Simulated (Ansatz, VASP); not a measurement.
# Ru (Ruthenium): VASP beside Ansatz, part 2 of 2

Aim: how closely do two programs agree when they are given the same cell, functional and k mesh? The cell is taken from a series of runs on this material, whose earlier steps may have relaxed, scaled, displaced or heated it; both programs get it as it stands.

VASP 6.6.1 and Ansatz 0.2.0.

So far: The starting structure; VASP: zone-centre phonons, LDA.

**3. Ansatz: zone-centre phonons, LDA**

Level of this step: Ansatz beside VASP: Kohn-Sham DFT, plane waves, LDA (Ansatz).

Ansatz runs on its PAW soft_1 files.

The same cell, functional (in two slightly different forms), mesh and smearing now go to Ansatz, which takes its cutoff from its data sets.

input.yaml reads:

```yaml
crystal:
  lattice:
    - [2.6372188478, 0.0, 0.0]
    - [-1.3186094239, 2.2838985175, 0.0]
    - [0.0, 0.0, 4.1717106081]
  atoms:
    - { symbol: Ru, position: [0.3333333333, 0.6666666667, 0.25] }
    - { symbol: Ru, position: [0.6666666667, 0.3333333333, 0.75] }
kpoints:
  mp_grid: { grid: [18, 18, 12] }
hamiltonian:
  xc: lda
  pseudopotentials: { kind: paw, azcp: { folder: soft_1 }, xc_functional: pbe }
scf:
  occupations: { method: methfessel_paxton, width: 0.2 }
output:
  eigenvalues: true
phonons:
  method: dfpt
```

On the command line:

```sh
$ ansatz run input.yaml --threads 4 --pin off --max-ram 10240MiB --backend cpu --events-out ev --progress --plain --runs-dir out
```

Numbers of over 12 decimals in the logs are rounded to 6 here.

What it wrote:

```text
zone centre: on kpoints.mp_grid the ground state, and the responses unless they are solved on pairs of k-points, stand on 637 of the mesh's 3888 k-points, reduced under 4 symmetry operations, with k and −k counted as one. Each operation leaves every solved displacement unchanged or reverses it
Engine: ansatz 0.2.0, x86_64-unknown-linux-gnu
Pseudopotentials: kind: paw
Pseudopotential: Ru, paw, valence charge 16, recommended cutoff 420 eV (normal), soft_1/Ru.paw.azcp
Functional definition: SPW92
  exchange = slater_x
  correlation = pw_c
Crystal: 2 atoms, lattice volume = 25.127 Å³
Basis set: ecut = 420 eV, 511 PW (Γ), exchange–correlation on 36×36×60 points (8 copies of the dense FFT grid, shifted against one another)
Bands: 20, of which v1, the nominal top of the filled ones, is band 16 counted from 1 (15 counted from 0)
Symmetry: 24 space group operations
k-points: 637 of 3888 (irreducible under 4 space group operations, time reversal used)
Non-local potential: Ru, projectors of the file, l = 0: 3, l = 1: 2, l = 2: 2, l = 3: 1
PAW form: soft (Blöchl's): semilocal exchange-correlation on the pseudo side does not see the compensation charge
PAW frozen core: Ru, regenerated for the run's functional, and the local potential with it (the file was generated under x = pbe(κ = 0.804, μ = 0.219515), c = pbe(β = 0.066725))
PAW one-centre angular grid: Ru, 590 points (default); XC on 64 Gauss nodes
Initial density: superposition of atomic densities (chi_scale 0.1, normalization cell)
Initial wavefunctions: pseudopotential atomic-orbital guess
Functional: x = slater, c = lda
SCF iter   1: F=—  HF=-11518.014759 eV  |F-HF|=—  |Δ(HF+E_count)|=         —  Δρ=1.31e-1  dr2=3.91e0  ethr=3.10e-3  ⟨swp⟩=5.0  Hψ=112782  notcnv=0  defer=46
automatic band count: the SCF goes on with 24 bands, as 20 were too few: they end inside the smearing window of the response
preconditioner: auto → none  [metal: Δε(μ)=0.029 eV  Ē_g=12.355 eV  σ=0.200 eV  W_gap=0.12  n_scr=8 (ndim 8)  ℏωp=29.6 eV  f_vac=0.000  D(μ)=1.39/eV (n_scr^D=22)  sad-step TF]
SCF iter   2: F=—  HF=-11517.043243 eV  |F-HF|=—  |Δ(HF+E_count)|=   9.72e-1  S|Δr|=    0.00e0  Δρ=7.35e-2  dr2=1.22e0  ethr=3.10e-3  ⟨swp⟩=2.8  Hψ=29037  notcnv=0  defer=1850
SCF iter   3: F=—  HF=-11516.612176 eV  |F-HF|=—  |Δ(HF+E_count)|=   4.31e-1  S|Δr|=    0.00e0  Δρ=3.61e-3  dr2=1.53e-3  ethr=3.10e-3  ⟨swp⟩=2.0  Hψ=21637  notcnv=0  defer=1850
SCF iter   4: F=—  HF=-11516.612617 eV  |F-HF|=—  |Δ(HF+E_count)|=   4.42e-4  S|Δr|=    0.00e0  Δρ=3.68e-4  dr2=8.00e-6  ethr=4.77e-6  ⟨swp⟩=2.3  Hψ=29149  notcnv=0  defer=1728
SCF iter   5: F=—  HF=-11516.612629 eV  |F-HF|=—  |Δ(HF+E_count)|=   1.18e-5  S|Δr|=    0.00e0  Δρ=9.98e-5  dr2=1.71e-6  ethr=2.50e-8  ⟨swp⟩=2.4  Hψ=22070  notcnv=0  defer=1728
SCF iter   6: F=—  HF=-11516.612629 eV  |F-HF|=—  |Δ(HF+E_count)|=   3.26e-7  S|Δr|=    0.00e0  Δρ=1.70e-5  dr2=3.66e-8  ethr=5.35e-9  ⟨swp⟩=2.0  Hψ=21480  notcnv=0  defer=1728
SCF iter   7: F=—  HF=-11516.612629 eV  |F-HF|=—  |Δ(HF+E_count)|=   1.48e-8  S|Δr|=    0.00e0  Δρ=2.58e-6  dr2=1.14e-9  ethr=1.14e-10  ⟨swp⟩=2.8  Hψ=24634  notcnv=0  defer=1728
SCF iter   8: F=-11516.612629 eV  HF=-11516.612629 eV  |F-HF|=3.64e-12  |Δ(HF+E_count)|=  3.31e-10  S|Δr|=    0.00e0  Δρ=1.86e-7  dr2=5.08e-12  ethr=1.00e-12  ⟨swp⟩=9.1  Hψ=89413  notcnv=0
SCF 1 converged in 8 iterations: F = -11516.612629 eV  dr2 = 5.08e-12
  greatest PAW one-centre occupation: 1.000 electrons in one spin orbital (limit 2), on the Ru atom at site 1 (counted from 0), in its partial waves of l = 0
DFPT response loops at Γ: preconditioner auto → Kerker (q_TF=auto, 2.840 Å⁻¹) (partly filled bands, converged f_vac=0.000); β = 1.00, the filter's whole step (`scf.mixing.beta` (0.50) is not read by the response loops under this deck's `scf.mixing.preconditioner`; to damp them name `kerker` or `kerker_dos`, under which they read `scf.mixing.beta`, and type it under 1.00, their step now; both keys bind the ground state too); Broyden in place of MSR1
SCF converged after 8 iterations
Stability not checked: this state was not tested for a lower state beside it, because cold or Methfessel-Paxton smearing, or corrected tetrahedra, fill the levels in a way that the test cannot read (fill_not_monotonic; see scf.lower_state_search)
Free energy (F): -11516.612629 eV
Harris-Foulkes:  -11516.612629 eV  (|F-HF|=3.64e-12)
Internal energy: -11516.613286 eV  (E = F + TS)
E sigma→0 (E₀):  -11516.612793 eV
Entropy (-TS):   0.000657 eV (0.329 meV/atom)
Fermi energy:    25.322934 eV
Step filling:    the computed levels leave a gap of 0.0000 eV = 0.0 smearing widths at the electron count; against every level under it full and every level over it empty, smearing changes F+E_penalty+E_count by +0.435 meV and its σ→0 estimate by +0.270 meV
--- Per-component energies (eV) ---
  E_band       = -54.777330
  E_kinetic    = 928.098165
  E_local      = -2388.030112  (includes V_loc(G=0)·N_el)
  E_nonlocal   = 836.505040
  E_hartree    = 790.276000
  E_xc         = -341.243003
  E_vxc        = -433.180435  (∫ρ·V_xc dr)
  E_paw        = -6764.270703  (= ΣΔE_a)
  E_vpaw       = -578.723239  (= ΣTr[D̂ρ^β])
  E_aug_tail   = 0.001125  (compensation charges beyond the density's cutoff)
  E_ewald      = -4579.093167
  E_core_change = 1.143369  (= ΣΔE_core)
  E_smearing   = 0.000657  (= −TS)
  E_closure    = -0.000000  (closes the sum)
  Σ components = -11516.612629   (vs F -11516.612629, Δ=0.00e0)
--- Band table (eV; the first three rows and the last of 637) ---
  k-point 0: bands = [... 12 lower, 22.5849, 23.1559, 23.1559, 23.7468, 23.7468, 26.6559, 26.6559, 26.7106, ... 4 higher]
  k-point 1: bands = [... 12 lower, 22.5407, 23.1023, 23.1023, 23.8726, 23.8726, 26.4299, 26.6646, 26.6646, ... 4 higher]
  k-point 2: bands = [... 12 lower, 22.4189, 22.9572, 22.9572, 24.1907, 24.1907, 25.7066, 26.6722, 26.6722, ... 4 higher]
  k-point 636: bands = [... 12 lower, 22.4010, 22.4010, 23.7993, 23.7993, 27.1991, 27.1991, 30.8791, 30.8791, ... 4 higher]
--- Phonons (Γ-DFPT): 2 representative perturbations + reference, on 637 of 3888 k-points (Σ response iterations 6) ---
  k mesh reduced under 4 symmetry operations, with k and −k counted as one. Each operation leaves every solved displacement unchanged or reverses it
  ASR residual: 1.261e-4 → 0.000e0 eV/Å²; symmetrization residual: 7.319e-13 eV/Å²
  ASR residual per site (eV/Å²): 1.26e-4 1.26e-4
  Γ frequencies (cm⁻¹): 0.00 0.00 0.00 224.26 224.26 307.66
  non-analytic LO–TO correction: not included (Born effective charges unavailable; polar crystals: no LO–TO splitting at Γ)
```

**4. Differences**

Known differences besides the potentials themselves: the two LDA forms differ slightly; the data sets hold 32 valence electrons in Ansatz (on its PAW soft_1 files) and 28 in VASP; the cutoff is 420 eV in Ansatz and 500 eV in VASP; VASP's log shows a relativistic correction to its local exchange, Ansatz's none. Total energies have different zeros and are not compared.

Compared:

```tsv
quantity	Ansatz	VASP	difference
optical mode 1 to 2 (cm⁻¹)	224.3	224.7	-0.18 %
optical mode 3 (cm⁻¹)	307.7	310.8	-1.02 %
```

Modes are paired by rising frequency, not by their patterns, so a pair may set unlike modes beside each other; they are those without the splitting of longitudinal modes.

**5. Results**

| Property | Result |
| --- | --- |
| r.m.s. difference of the optical zone-centre modes, each program's sorted by frequency (zone-centre phonons, LDA) | 1.9 cm⁻¹ |
| difference in optical mode 3 (zone-centre phonons, LDA) | -1.0 % |

What this shows: The r.m.s. difference of the optical zone-centre modes, each program's sorted by frequency is 1.9 cm⁻¹ (zone-centre phonons, LDA). The data sets hold unlike numbers of valence electrons (32 in Ansatz and 28 in VASP), so part of the differences comes from the potentials. Among the rows given in per cent, the largest difference of the zone-centre phonons, LDA pair is in optical mode 3, -1.0 %. Such differences can come from data sets, numerical settings and the points named under the comparisons, not from the functional's error against experiment.

[Lines on the potential files, build, host, timing and source positions are cut from VASP's logs without a mark.]

[Logs are printed without paths, hosts, clocks, repeated set-up lines and the standing remarks that a program may print on its own settings, such as how far it seeks lower states.]

[Hosts, paths, dates, database ids (printed as entryN), source tags and the programs' standing remarks are cut or masked in the printed files.]
